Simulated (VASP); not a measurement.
Data:

```
Ag2O
1.0
    4.75759     0.00000     0.00000
    0.00000     4.75759     0.00000
    0.00000     0.00000     4.75759
Ag O
4 2
Cartesian
  3.56819   1.18940   3.56819
  1.18940   3.56819   3.56819
  3.56819   3.56819   1.18940
  1.18940   1.18940   1.18940
  0.00000   0.00000   0.00000
  2.37879   2.37879   2.37879
```

These are rev-vdW-DF2, VASP's PBE PAW potentials (set 64) (plane waves; VASP) values and carry that method's errors. Run with 520 eV cut-off, 7×7×7 Γ-centred mesh, tetrahedra with Blöchl corrections, potentials Ag O.

The cores are frozen, which limits the accuracy of field gradients.

**Question.** Give the principal components of the electric field gradient (V/Å²) and the asymmetry η at each nucleus.

**Answer.** 
```json
[
 {"atom": "Ag1", "Vxx": "86.2", "Vyy": "86.2", "Vzz": "-172.4", "η": "0.00"},
 {"atom": "Ag2", "Vxx": "86.2", "Vyy": "86.2", "Vzz": "-172.4", "η": "0.00"},
 {"atom": "Ag3", "Vxx": "86.2", "Vyy": "86.2", "Vzz": "-172.4", "η": "0.00"},
 {"atom": "Ag4", "Vxx": "86.2", "Vyy": "86.2", "Vzz": "-172.4", "η": "0.00"},
 {"atom": "O5", "Vxx": "0.0", "Vyy": "0.0", "Vzz": "0.0", "η": "-"},
 {"atom": "O6", "Vxx": "0.0", "Vyy": "0.0", "Vzz": "0.0", "η": "-"}
]
```

The compound is Ag2O in the cuprite structure. It was relaxed first.
